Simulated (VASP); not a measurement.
## VGe (relaxed from the WC structure, space group P-6m2): computed properties

Method: PBEsol GGA, VASP's PBE PAW potentials (set 64) (plane waves; VASP).

```yaml
space_group: P-6m2 (187)
cell: a = 2.877 Å, b = 2.877 Å, c = 3.899 Å, α = 90.00°, β = 90.00°, γ = 120.00°
volume_per_atom: 13.97 Å^3/atom
band gap (over mesh and band path): none (metal, semimetal or under 0.01 eV)
density: 7.34 g/cm³
```

```cif
data_GeV
_chemical_formula_sum 'V1 Ge1'
_space_group_name_H-M_alt 'P-6m2'
_space_group_IT_number 187
_space_group_name_Hall 'P -6 2'
_cell_length_a 2.87661
_cell_length_b 2.87661
_cell_length_c 3.89905
_cell_angle_alpha 90.000
_cell_angle_beta 90.000
_cell_angle_gamma 120.000
loop_
_atom_site_label
_atom_site_type_symbol
_atom_site_symmetry_multiplicity
_atom_site_Wyckoff_symbol
_atom_site_fract_x
_atom_site_fract_y
_atom_site_fract_z
_atom_site_occupancy
V1 V 1 a 0.00000 0.00000 0.00000 1
Ge1 Ge 1 f 0.66667 0.33333 0.50000 1
```

The structure was generated: VGe was put into the WC type (P-6m2), which need not be its known phase. It was relaxed first, which changed the volume by -14 %. Symmetry was kept, so distortions that lower it aren't found.
